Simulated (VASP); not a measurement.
All values below come from PBE GGA with D4 dispersion, VASP's PBE PAW potentials (set 64) (plane waves; VASP).

Input for VASP

KPOINTS:
```
Automatic mesh
0
Gamma
9 9 9
0 0 0
```

### INCAR
```
SYSTEM = Sr
PREC = Accurate
ENCUT = 520
EDIFF = 1E-7
NELM = 100
ALGO = Normal
LREAL = .FALSE.
LASPH = .TRUE.
ISMEAR = -5
GGA = PE
IVDW = 13
LMAXMIX = 4
LWAVE = .FALSE.
LCHARG = .TRUE.
LORBIT = 11
NEDOS = 601
ISIF = 2
```

POSCAR:
```
Sr
2.9899610
  0.0000000000   0.9999998620   0.9999998620
  0.9999998620   0.0000000000   0.9999998620
  0.9999998620   0.9999998620   0.0000000000
Sr
1
Cart
  0.9999998620   0.0000000000   0.9999998620
```

POTCAR, in this order: Sr_sv (PBE.64 set). Program: vasp_std.

What does the run give for the energy per atom (σ→0), dispersion energy?

```yaml
energy per atom (σ→0): -1.780 eV/atom
dispersion_energy: -0.145 eV
```

**OSZICAR**
```
...
DAV:   7    -0.163472855047E+01   -0.19218E-03   -0.11018E-02   705   0.145E+00    0.288E-01
DAV:   8    -0.163472633019E+01    0.22203E-05   -0.17872E-03   987   0.263E-01    0.131E-01
DAV:   9    -0.163474098886E+01   -0.14659E-04   -0.20040E-05   893   0.511E-02    0.371E-02
DAV:  10    -0.163475609662E+01   -0.15108E-04   -0.12287E-05   744   0.368E-02    0.436E-02
DAV:  11    -0.163475534438E+01    0.75225E-06   -0.69899E-07   935   0.861E-03    0.132E-02
DAV:  12    -0.163475470182E+01    0.64255E-06   -0.22797E-07   766   0.416E-03    0.554E-03
DAV:  13    -0.163475472425E+01   -0.22427E-07   -0.95368E-09   383   0.857E-04
   1 F= -.17797315E+01 E0= -.17797315E+01  d E =0.000000E+00
```

The compound is Sr in the fcc structure. It was relaxed first.
